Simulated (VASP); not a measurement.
**Pd: relaxation of cell and atoms with r2SCAN+rVV10**

Pd:

```
Pd
1.0
     0.00000    1.95865    1.95865
     1.95865    0.00000    1.95865
     1.95865    1.95865    0.00000
Pd
1
Cartesian
  0.0000 0.0000 0.0000
```

```
Program                : VASP 6.6.1
Task                   : relaxation of cell and atoms
Functional             : r2SCAN
Dispersion             : rVV10
Potentials or basis    : VASP PAW PBE potentials, release 64 (Pd)
Cutoff                 : 600 eV
k mesh                 : 18 × 18 × 18
Occupations            : gaussian, width 0.1 eV
Spin                   : no spin polarisation
Further INCAR settings : ALGO = Normal; EDIFF = 1e-07; IBRION = 2; EDIFFG = -0.005; NSW = 90; ISIF = 3
```

The relaxed volume is 14.80 Å³/atom. The relaxed cell is a = 2.756 Å, b = 2.756 Å, c = 2.756 Å, α = 60.00°, β = 60.00°, γ = 60.00°. The space group after relaxing (to 0.05 Å) is Fm-3m (No. 225) and the energy gained by relaxing is 2.2 meV/atom. The ionic steps are 3 and the pressure after relaxing is 0.0 GPa. The band gap on the k mesh is none (metal or under the smearing width).

Step by step:
```
step  energy change (eV)  largest force (eV/Å)  pressure (GPa)  volume (Å³)
   1              0.0000                0.0000           -2.94        15.03
   2              0.0035                0.0000            5.20        14.44
   3             -0.0022                0.0000            0.00        14.80
```

Final structure:
```xyz
1
Lattice="0.0000 1.9485 1.9485 1.9485 0.0000 1.9485 1.9485 1.9485 0.0000" Properties=species:S:1:pos:R:3 pbc="T T T"
Pd    0.0000    0.0000    0.0000
```

Levels at points of the mesh, in eV from the Fermi level:
| k point | band 2 | band 3 | band 4 | band 5 | band 6 | band 7 | band 8 | band 9 |
| --- | --- | --- | --- | --- | --- | --- | --- | --- |
| (0.00, 0.00, 0.00) | -2.91 | -2.91 | -2.91 | -1.30 | -1.30 | 18.00 | 22.43 | 22.97 |
| (0.50, 0.00, 0.00) | -2.98 | -2.98 | -0.04 | -0.04 | 1.26 | 7.67 | 17.39 | 22.08 |
| (0.50, 0.50, 0.00) | -5.25 | -0.10 | 0.31 | 0.31 | 3.63 | 11.26 | 13.89 | 13.89 |

It took 2.4 min on 1 thread of Intel(R) Xeon(R) 6975P-C (Granite Rapids), on a shared host, peak memory 0.25 GiB.

Caveat: the PAW data sets were made with another functional, which shifts forces and pressure a little.
